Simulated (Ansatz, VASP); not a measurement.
## W (W(100), 5 layers): VASP beside Ansatz

Wanted: the spread between two codes on one cell, functional and k mesh. Of the first pair: The structure shown is the start of the Ansatz relaxation below; VASP solves that cell, so the two are compared at the walk's first step.

Method: plane waves, with VASP 6.6.1 beside it; single point at PBE, in Ansatz 0.2.0.

### 1. Starting point

The cell holds 5 atoms: 5 W. Cell: a = 3.160 Å, b = 3.160 Å, c = 21.320 Å, α = 90.0°, β = 90.0°, γ = 90.0°. Vacuum lies along c.

### 2. Ansatz: relaxation, PBE

Ansatz runs on its default PAW (the set named soft_2) files.

The two programs are compared at the cell with which this relaxation starts, whose forces are those of its first step.

input.yaml

```yaml
crystal:
  lattice:
    - [3.16, 0.0, 0.0]
    - [0.0, 3.16, 0.0]
    - [0.0, 0.0, 21.32]
  atoms:
    - { symbol: W, position: [0.0, 0.0, 0.351782364] }
    - { symbol: W, position: [0.5, 0.5, 0.425891182] }
    - { symbol: W, position: [0.0, 0.0, 0.5] }
    - { symbol: W, position: [0.5, 0.5, 0.574108818] }
    - { symbol: W, position: [0.0, 0.0, 0.648217636] }
kpoints:
  mp_grid: { grid: [8, 8, 1] }
hamiltonian:
  xc: pbe
scf:
  occupations: { method: fermi_dirac, width: 0.1 }
  convergence: { dr2_threshold: 1.0e-08 }
efield:
  axis: 3
  dipole_correction: true
  ramp_position: 0.97
  ramp_width: 0.04
relax:
  f_tol: 0.01
  constraints: [{ sites: [0, 1, 2] }]
output:
  write_potential: true
  write_density: true
  volumetric_format: npy
```

Launch:

```console
ansatz run input.yaml --threads 4 --pin off --max-ram 8192MiB --backend cpu --events-out ev --progress --plain --runs-dir out
```

Numbers of over 12 decimals in the logs are rounded to 6 here.

What it wrote:

```text
Engine: ansatz 0.2.0, aarch64-unknown-linux-gnu
Pseudopotentials: kind: paw
Pseudopotential: W, paw, valence charge 14, recommended cutoff 420 eV (normal), W.paw.azcp
Functional definition: PBE
  parameter kappa = 0.804
  parameter beta = 0.066725
  exchange = pbe_x(kappa = kappa, mu = beta*pi^2/3)
  correlation = pbe_c(beta = beta)
Crystal: 5 atoms, lattice volume = 212.893 Å³
Basis set: ecut = 420 eV, 4207 PW (Γ), exchange–correlation on 48×48×288 points (8 copies of the dense FFT grid, shifted against one another)
Bands: 42, of which v1, the nominal top of the filled ones, is band 35 counted from 1 (34 counted from 0)
Symmetry: 8 space group operations
k-points: 15 of 64
Non-local potential: W, projectors of the file, l = 0: 3, l = 1: 2, l = 2: 2, l = 3: 1
PAW form: soft (Blöchl's): semilocal exchange-correlation on the pseudo side does not see the compensation charge
PAW one-centre angular grid: W, 590 points (default); XC on 64 Gauss nodes
Initial density: superposition of atomic densities (neutral atoms: chi_scale 0, normalization atom), corrected by the library's trained network
Initial wavefunctions: pseudopotential atomic-orbital guess
Functional: x = pbe(κ = 0.804, μ = 0.219515), c = pbe(β = 0.066725)
SCF iter   1: F=—  HF=-51918.967523 eV  |F-HF|=—  |Δ(HF+E_count)|=         —  Δρ=6.11e-3  dr2=2.29e-1  ethr=1.77e-3  p=-0.001 e·Å  D=-6.61e-4 V/Å  ΔV_dip=0.01 eV  dr2_dipole=5.07e-4  V_vac-E_F(+/−)=4.37/4.36 eV  ⟨swp⟩=8.7  Hψ=3018  notcnv=0
efield: sawtooth ramp at fractional position 0.9700 (set: `efield.ramp_position`, or a place that a band, a saddle search or an elastic batch's reference lends), width 0.0400; the density the first Hamiltonian is built on has a dipole p = -0.001 e·Å; the dipole correction subtracts the counter field D = -6.61e-4 V/Å, which shifts the + side's vacuum level by +0.01 eV against the − side's; the planar-averaged density in the ramp window peaks in size at 7.1e-5 e/Å³
preconditioner: auto → LDOS  [metal: Δε(μ)=0.043 eV  Ē_g=4.220 eV  σ=0.100 eV  W_gap=0.11  n_scr=42 (ndim 8)  ℏωp=13.9 eV  f_vac=0.526  D(μ)=5.77/eV (n_scr^D=42)  β→1.0]
SCF iter   2: F=—  HF=-51918.952914 eV  |F-HF|=—  |Δ(HF+E_count)|=   1.46e-2  Δρ=4.42e-3  dr2=9.72e-2  ethr=3.28e-4  p=-0.000 e·Å  D=-5.84e-5 V/Å  ΔV_dip=0.00 eV  dr2_dipole=3.68e-6  V_vac-E_F(+/−)=4.27/4.27 eV  ⟨swp⟩=2.3  Hψ=1086  notcnv=0
SCF iter   3: F=—  HF=-51918.943039 eV  |F-HF|=—  |Δ(HF+E_count)|=   9.87e-3  Δρ=1.15e-3  dr2=6.54e-3  ethr=1.39e-4  p=-0.000 e·Å  D=-7.79e-5 V/Å  ΔV_dip=0.00 eV  dr2_dipole=3.97e-6  V_vac-E_F(+/−)=4.27/4.27 eV  ⟨swp⟩=2.0  Hψ=949  notcnv=0
SCF iter   4: F=—  HF=-51918.942871 eV  |F-HF|=—  |Δ(HF+E_count)|=   1.68e-4  Δρ=2.87e-4  dr2=2.60e-4  ethr=9.34e-6  p=-0.000 e·Å  D=-2.08e-5 V/Å  ΔV_dip=0.00 eV  dr2_dipole=1.05e-7  V_vac-E_F(+/−)=4.25/4.25 eV  ⟨swp⟩=2.4  Hψ=880  notcnv=0
SCF iter   5: F=—  HF=-51918.942937 eV  |F-HF|=—  |Δ(HF+E_count)|=   6.59e-5  Δρ=1.12e-4  dr2=2.74e-5  ethr=3.72e-7  p=-0.000 e·Å  D=-2.73e-6 V/Å  ΔV_dip=0.00 eV  dr2_dipole=2.36e-9  V_vac-E_F(+/−)=4.24/4.24 eV  ⟨swp⟩=3.5  Hψ=1176  notcnv=0
SCF iter   6: F=—  HF=-51918.942959 eV  |F-HF|=—  |Δ(HF+E_count)|=   2.20e-5  Δρ=3.28e-5  dr2=2.66e-6  ethr=3.91e-8  p=0.000 e·Å  D=1.31e-6 V/Å  ΔV_dip=-0.00 eV  dr2_dipole=6.03e-11  V_vac-E_F(+/−)=4.24/4.24 eV  ⟨swp⟩=2.4  Hψ=1063  notcnv=0
SCF iter   7: F=—  HF=-51918.943166 eV  |F-HF|=—  |Δ(HF+E_count)|=   2.07e-4  Δρ=8.54e-6  dr2=9.71e-8  ethr=3.80e-9  p=0.000 e·Å  D=2.69e-6 V/Å  ΔV_dip=-0.00 eV  dr2_dipole=5.37e-11  V_vac-E_F(+/−)=4.24/4.24 eV  ⟨swp⟩=3.2  Hψ=1242  notcnv=0
SCF iter   8: F=—  HF=-51918.943166 eV  |F-HF|=—  |Δ(HF+E_count)|=   4.02e-7  Δρ=2.16e-6  dr2=1.71e-8  ethr=1.43e-11  p=0.000 e·Å  D=3.56e-6 V/Å  ΔV_dip=-0.00 eV  dr2_dipole=6.67e-12  V_vac-E_F(+/−)=4.24/4.24 eV  ⟨swp⟩=12.4  Hψ=5255  notcnv=0
SCF iter   9: F=-51918.943166 eV  HF=-51918.943166 eV  |F-HF|=8.95e-10  |Δ(HF+E_count)|=   1.21e-8  Δρ=6.40e-7  dr2=1.65e-9  ethr=1.43e-11  p=0.000 e·Å  D=3.84e-6 V/Å  ΔV_dip=-0.00 eV  dr2_dipole=2.57e-15  V_vac-E_F(+/−)=4.24/4.24 eV  ⟨swp⟩=11.1  Hψ=4593  notcnv=0
SCF 1 converged in 9 iterations: F = -51918.943166 eV  dr2 = 1.65e-9
  greatest PAW one-centre occupation: 1.000 electrons in one spin orbital (limit 2), on the W atom at site 4 (counted from 0), in its partial waves of l = 0
relax step   1: F+E_penalty+E_count = -51918.94316648 eV  Δ(F+E_penalty+E_count) = +0.000e0 eV  max|allowed force component| = 1.640e0 eV/Å  Δτ_max = 0.0000 Å  (9 SCF iters, accepted)
[...]
relax step   4: F+E_penalty+E_count = -51919.06214726 eV  Δ(F+E_penalty+E_count) = -6.872e-4 eV  max|allowed force component| = 1.307e-2 eV/Å  Δτ_max = 0.0104 Å  (7 SCF iters, accepted)
[...]
relax step   5: F+E_penalty+E_count = -51919.06216007 eV  Δ(F+E_penalty+E_count) = -1.280e-5 eV  max|allowed force component| = 8.530e-3 eV/Å  Δτ_max = 0.0027 Å  (7 SCF iters, accepted)
NSCF: frozen V_eff on 15 k-points
the band table was solved once a step of the walk had ended and its energy, with any forces and stress, was formed, with the checks that follow a solve (3069 applications of the Hamiltonian). They found nothing against the state; the energy, forces and stress were not computed again (output.eigenvalues in the input reference)
WARN: The output density's exchange-correlation potential varies sharply where the density is thin. Do not read a vacuum level from v_tot or v_xc, or from such a field of the output density. On a cell that repeats whose density bears no net charge and no dipole along the vacuum's axis use v_es (v_loc + v_h of the components); under efield.dipole_correction with no amplitude use v_es + v_field, which holds any externa [...]
SCF converged after 7 iterations
Free energy (F): -51919.062160 eV
Harris-Foulkes:  -51919.062160 eV  (|F-HF|=1.73e-9)
Internal energy: -51918.887276 eV  (E = F + TS)
E sigma→0 (E₀):  -51918.974718 eV
Entropy (-TS):   -0.174884 eV (-34.977 meV/atom)
Fermi energy:    5.870394 eV
Dipole field:    D = 0.005657 V/Å  (p = 0.006655 e·Å, saw-weighted, corrected)
Work function:   Φ+ = 4.1295 eV   Φ− = 4.2502 eV
Levels:          The Fermi level and band energies are counted from a zero that moves with the ramp; work functions are not
--- Per-component energies (eV) ---
  E_band       = -1558.959903
  E_kinetic    = 2239.413727
  E_local      = -66460.581267  (includes V_loc(G=0)·N_el)
  E_nonlocal   = 8.083918
  E_hartree    = 32231.946135
  E_xc         = -1327.478620
  E_vxc        = -1184.435819  (∫ρ·V_xc dr)
  E_paw        = -42812.979763  (= ΣΔE_a)
  E_vpaw       = -625.252016  (= ΣTr[D̂ρ^β])
  E_aug_tail   = -0.000292  (compensation charges beyond the density's cutoff)
  E_efield     = 0.000019  (sawtooth field / dipole correction)
  E_vefield    = -0.082523  (∫n·V_field dr)
  E_ewald      = 24202.708868
  E_smearing   = -0.174884  (= −TS)
  E_closure    = -0.000000  (closes the sum)
  Σ components = -51919.062160   (vs F -51919.062160, Δ=0.00e0)
--- Forces (eV/Å), atoms counted from 1 ---
  atom   1  W      0.00000000    -0.00000000     1.18372390
  atom   2  W     -0.00000000     0.00000000    -1.15015222
  atom   3  W     -0.00000000     0.00000000    -0.04317914
  atom   4  W      0.00000000     0.00000000     0.00853005
  atom   5  W      0.00000000    -0.00000000     0.00107755
  max |Σ_I F_I| component: 1.47e-7 eV/Å
--- Band table (eV; the first three rows and the last of 15) ---
  k-point 0: bands = [... 31 lower, 5.2079, 5.2079, 5.5062, 5.6382, 5.7982, 5.9589, 5.9680, 5.9680, ... 3 higher]
  k-point 1: bands = [... 31 lower, 5.1442, 5.2738, 5.2770, 5.4191, 5.8227, 6.0911, 6.7327, 6.7919, ... 3 higher]
  k-point 2: bands = [... 31 lower, 4.6909, 4.7810, 5.0773, 5.1483, 6.5245, 6.5766, 6.6446, 6.9702, ... 3 higher]
  k-point 14: bands = [... 31 lower, 4.9220, 4.9220, 7.6337, 7.6337, 7.6949, 7.8311, 8.2475, 8.2475, ... 3 higher]
--- Relaxed structure (5 steps of the walk, 4 accepted, 0 SCFs on fresh bases) ---
  F+E_penalty+E_count = -51919.06216007 eV   max|allowed force component| = 8.530e-3 eV/Å
  atoms:
    - { symbol: W, position: [0.0, 0.0, 0.351782364] }
    - { symbol: W, position: [0.500000, 0.500000, 0.425891] }
    - { symbol: W, position: [0.0, 0.0, 0.5] }
    - { symbol: W, position: [0.500000, 0.500000, 0.577123] }
    - { symbol: W, position: [-5.3932163173605924e-18, 0, 0.644103] }
```

In the SCF lines HF is the Harris–Foulkes energy and dr2 the Hartree energy of the density residual, in eV; the loop may stop once dr2 is under the threshold and the program's other checks hold. Hψ counts applications of the Hamiltonian.

### 3. VASP: single point, PBE, start cell, pair 1

The same cell, functional, mesh and smearing now go to VASP, with its own data sets.

Lines of VASP's logs that name or quote its potential files are left out, and so is its time.

INCAR

```
SYSTEM = W
PREC = Accurate
ENCUT = 520
EDIFF = 1E-06
NELM = 120
ISMEAR = -1
SIGMA = 0.1
LREAL = .FALSE.
ALGO = Normal
GGA = PE
NBANDS = 21
LASPH = .TRUE.
LORBIT = 11
LWAVE = .FALSE.
LCHARG = .FALSE.
ISIF = 2
LDIPOL = .TRUE.
IDIPOL = 3
DIPOL = 0.5 0.5 0.5
LVHAR = .TRUE.
GGA_COMPAT = .FALSE.
NELMDL = -8
KPAR = 2
```

POSCAR

```
W
1.0
    3.1600000000      0.0000000000      0.0000000000
    0.0000000000      3.1600000000      0.0000000000
    0.0000000000      0.0000000000     21.3200000000
W
5
Direct
    0.0000000000      0.0000000000      0.3517823640
    0.5000000000      0.5000000000      0.4258911820
    0.0000000000      0.0000000000      0.5000000000
    0.5000000000      0.5000000000      0.5741088180
    0.0000000000      0.0000000000      0.6482176360
```

KPOINTS

```
Automatic mesh
0
Gamma
8 8 1
0 0 0
```

PAW data sets: W (PBE family, release 64).

Launch:

```console
mpirun -np 2 vasp_std
```

What it wrote:

```text
[banner, memory and clock lines left out]
running    2 mpi-ranks, on    1 nodes
 distrk:  each k-point on    1 cores,    2 groups
 distr:  one band on    1 cores,    1 groups

 POSCAR found type information on POSCAR W
 POSCAR found :  1 types and       5 ions
 LDA part: xc-table for (Slater+PW92), standard interpolation
 POSCAR, INCAR and KPOINTS ok, starting setup
 FFT: planning ... GRIDC
 FFT: planning ... GRID_SOFT
 FFT: planning ... GRID
 WAVECAR not read
 entering main loop
       N       E                     dE             d eps       ncg     rms          rms(c)
DAV:   1     0.145803863073E+03    0.14580E+03   -0.11159E+04   630   0.113E+03
DAV:   2    -0.455382875092E+02   -0.19134E+03   -0.18099E+03   910   0.240E+02
DAV:   3    -0.637022948603E+02   -0.18164E+02   -0.17100E+02   827   0.702E+01
DAV:   4    -0.648980853001E+02   -0.11958E+01   -0.11499E+01  1052   0.161E+01
DAV:   5    -0.649390383596E+02   -0.40953E-01   -0.40473E-01  1007   0.283E+00
DAV:   6    -0.649405224586E+02   -0.14841E-02   -0.14636E-02  1084   0.443E-01
DAV:   7    -0.649406055764E+02   -0.83118E-04   -0.82321E-04  1060   0.745E-02
DAV:   8    -0.649406119938E+02   -0.64175E-05   -0.63832E-05  1020   0.120E-02    0.399E+01
DAV:   9    -0.634696499538E+02    0.14710E+01   -0.38559E+01  1042   0.244E+01    0.213E+01
DAV:  10    -0.740232856276E+02   -0.10554E+02   -0.14333E+02  1049   0.565E+01    0.183E+01
DAV:  11    -0.596323885132E+02    0.14391E+02   -0.90700E+01  1068   0.375E+01    0.412E+00
DAV:  12    -0.599600996272E+02   -0.32771E+00   -0.52032E+00   926   0.113E+01    0.326E+00
DAV:  13    -0.598852593480E+02    0.74840E-01   -0.37150E-01  1037   0.305E+00    0.207E+00
DAV:  14    -0.598844869598E+02    0.77239E-03   -0.19134E-02   933   0.825E-01    0.184E+00
DAV:  15    -0.598661132055E+02    0.18374E-01   -0.76832E-02  1071   0.139E+00    0.710E-01
DAV:  16    -0.598647109634E+02    0.14022E-02   -0.15673E-02   806   0.758E-01    0.425E-01
DAV:  17    -0.598636746560E+02    0.10363E-02   -0.20345E-03   895   0.246E-01    0.259E-01
DAV:  18    -0.598634140945E+02    0.26056E-03   -0.34290E-03   990   0.271E-01    0.836E-02
DAV:  19    -0.598634224886E+02   -0.83941E-05   -0.68620E-04  1012   0.153E-01    0.843E-02
DAV:  20    -0.598634551654E+02   -0.32677E-04   -0.42377E-04  1013   0.106E-01    0.423E-02
DAV:  21    -0.598634599489E+02   -0.47836E-05   -0.27078E-05   847   0.372E-02    0.347E-02
DAV:  22    -0.598634563997E+02    0.35493E-05   -0.81468E-05  1026   0.430E-02    0.774E-03
DAV:  23    -0.598634621026E+02   -0.57029E-05   -0.86830E-06   879   0.162E-02    0.781E-03
DAV:  24    -0.598634626649E+02   -0.56225E-06   -0.14480E-06   560   0.673E-03
   1 F= -.59863463E+02 E0= -.59771997E+02  d E =-.182930E+00
```

Parts of OUTCAR (step 3):

```text
ion  position               nearest neighbor table
   1  0.000  0.000  0.352-   2 2.74   2 2.74   2 2.74   2 2.74   3 3.16
   2  0.500  0.500  0.426-   1 2.74   3 2.74   1 2.74   3 2.74   1 2.74   3 2.74   1 2.74   3 2.74
                             4 3.16
   3  0.000  0.000  0.500-   2 2.74   4 2.74   2 2.74   4 2.74   2 2.74   4 2.74   2 2.74   4 2.74
                             1 3.16   5 3.16
   4  0.500  0.500  0.574-   3 2.74   5 2.74   3 2.74   5 2.74   3 2.74   5 2.74   3 2.74   5 2.74
                             2 3.16
   5  0.000  0.000  0.648-   4 2.74   4 2.74   4 2.74   4 2.74   3 3.16

  LATTYP: Found a simple tetragonal cell.
 ALAT       =     3.1600000000
 C/A-ratio  =     6.7468354430

 Subroutine GETGRP returns: Found 16 space group operations
 (whereof 16 operations were pure point group operations)

The static configuration has the point symmetry D_4h.

 Found     15 irreducible k-points:

   k-points           NKPTS =     15   k-points in BZ     NKDIM =     15   number of bands    NBANDS=     21

   dimension x,y,z NGX =    24 NGY =   24 NGZ =  160
   dimension x,y,z NGXF=    48 NGYF=   48 NGZF=  320

   ENCUT  =  520.0 eV  38.22 Ry    6.18 a.u.   5.88  5.88 39.64*2*pi/ulx,y,z

   NELECT =      30.0000    total number of electrons

 k-points in reciprocal lattice and weights: Automatic mesh
   0.00000000  0.00000000  0.00000000       0.016
   0.12500000  0.00000000  0.00000000       0.062
   0.25000000  0.00000000  0.00000000       0.062
   0.37500000  0.00000000  0.00000000       0.062
   0.50000000  0.00000000  0.00000000       0.031
   0.12500000  0.12500000  0.00000000       0.062
   0.25000000  0.12500000  0.00000000       0.125
   0.37500000  0.12500000  0.00000000       0.125
   0.50000000  0.12500000  0.00000000       0.062
[...]
0.50000000  0.37500000  0.00000000       0.062
   0.50000000  0.50000000  0.00000000       0.016

 dipolmoment           0.000000      0.000000     -0.000000 electrons x Angstroem

 average (electrostatic) potential at core
       1 -45.3928       2 -45.2312       3 -45.4245       4 -45.2312       5 -45.3928

 E-fermi :   0.3057

 k-point     1 :       0.0000    0.0000    0.0000
  band No.  band energies     occupation
    ...
     12      -0.3972      1.99823
     13      -0.3972      1.99823
     14      -0.0542      1.94670
     15       0.0353      1.87450
     16       0.0714      1.82461
     17       0.4417      0.40847
     18       0.4417      0.40847
     19       0.6898      0.04204
     20       1.8607      0.00000
     21       2.0671      0.00000

 k-point     2 :       0.1250    0.0000    0.0000
  band No.  band energies     occupation
    ...
     13      -0.3151      1.99598
     14      -0.1255      1.97352
     15      -0.0698      1.95426
     16       0.2517      1.26320
     17       0.3929      0.58939
     18       1.2032      0.00025
     19       1.2390      0.00018
     20       1.3644      0.00005
     21       1.6162      0.00000

 k-point     3 :       0.2500    0.0000    0.0000
  band No.  band energies     occupation
    ...
     11      -1.2342      2.00000
     12      -0.7117      1.99992
     13      -0.6171      1.99980
     14      -0.5123      1.99944
     15      -0.3802      1.99790
     16       0.9058      0.00494
     17       1.0314      0.00141
     18       1.0367      0.00134
     19       1.4602      0.00002
     20       1.4766      0.00002
    ...

  Total       -7.7581191     -7.7581191     -4.8580286      0.0000000      0.0000000      0.0000000
  in kB      -58.3855879    -58.3855879    -36.5602610      0.0000000      0.0000000      0.0000000
  external PRESSURE =     -51.1104789 kB  Pullay stress =       0.0000000 kB

  energy-cutoff  :      520.00
  volume of cell :      212.89
      direct lattice vectors                 reciprocal lattice vectors
     3.160000000  0.000000000  0.000000000     0.316455696  0.000000000  0.000000000
     0.000000000  3.160000000  0.000000000     0.000000000  0.316455696  0.000000000
     0.000000000  0.000000000 21.320000000     0.000000000  0.000000000  0.046904315

 POSITION                                       TOTAL-FORCE (eV/Angst)
 -----------------------------------------------------------------------------------
      0.00000      0.00000      7.50000        -0.000000      0.000000      1.593027
      1.58000      1.58000      9.08000        -0.000000     -0.000000     -1.662636
      0.00000      0.00000     10.66000        -0.000000      0.000000      0.000000
      1.58000      1.58000     12.24000         0.000000      0.000000      1.662636
      0.00000      0.00000     13.82000        -0.000000      0.000000     -1.593027
 -----------------------------------------------------------------------------------
    total drift:                                0.000000     -0.000000      0.000000

  FREE ENERGIE OF THE ION-ELECTRON SYSTEM (eV)
  ---------------------------------------------------
  free  energy   TOTEN  =       -59.8634626649 eV

  energy  without entropy=      -59.6805322780  energy(sigma->0) =      -59.77199747

 vacuum level on the upper side and lower side of the slab         4.566         4.566

 total charge
# of ion       s       p       d       tot
------------------------------------------
    1        0.634   0.391   3.978   5.003
    2        0.684   0.687   4.167   5.538
    3        0.679   0.703   4.172   5.554
    4        0.684   0.687   4.167   5.538
    5        0.634   0.391   3.978   5.003
--------------------------------------------------
tot          3.316   2.858  20.462  26.636

[... 3 further parts left out ...]
```

The data set W keeps the semicore shell frozen, which is cheaper and a little less accurate.

### 4. Differences

Known differences besides the potentials themselves: the data sets hold 70 valence electrons in Ansatz (on its default PAW (the set named soft_2) files) and 30 in VASP; the cutoff is 420 eV in Ansatz and 520 eV in VASP. Total energies have different zeros and are not compared.

Forces (eV/Å; atoms numbered as in POSCAR):

```
atom        Ansatz x, y, z          VASP x, y, z
  W1   0.000, 0.000, 1.359   0.000, 0.000, 1.593
  W2  0.000, 0.000, -1.640  0.000, 0.000, -1.663
  W3   0.000, 0.000, 0.000   0.000, 0.000, 0.000
  W4   0.000, 0.000, 1.640   0.000, 0.000, 1.663
  W5  0.000, 0.000, -1.359  0.000, 0.000, -1.593
```

The forces differ by 86 meV/Å r.m.s., which is 10.2 % of the r.m.s. force of 0.841 eV/Å (both taken over all components). With vacuum in the cell, a pressure given here is an average over mostly empty space and none of the material.

### 5. Other set-ups

Further runs change the set-up of one program: Ansatz's method, potentials or start, or VASP's data sets, cutoff or form of LDA. The table gives that difference for each run.

```
                                                run  r.m.s. force difference (meV/Å)
                                           as above                               86
VASP with the data sets W_sv and a cutoff of 400 eV                               13
```

[end of part 1 of 2]

[Lines on the potential files, build, host, timing and source positions are cut from VASP's logs without a mark.]

[Logs are printed without paths, hosts, clocks, repeated set-up lines and the standing remarks that a program may print on its own settings, such as how far it seeks lower states.]

[Hosts, paths, dates, database ids (printed as entryN), source tags and the programs' standing remarks are cut or masked in the printed files.]
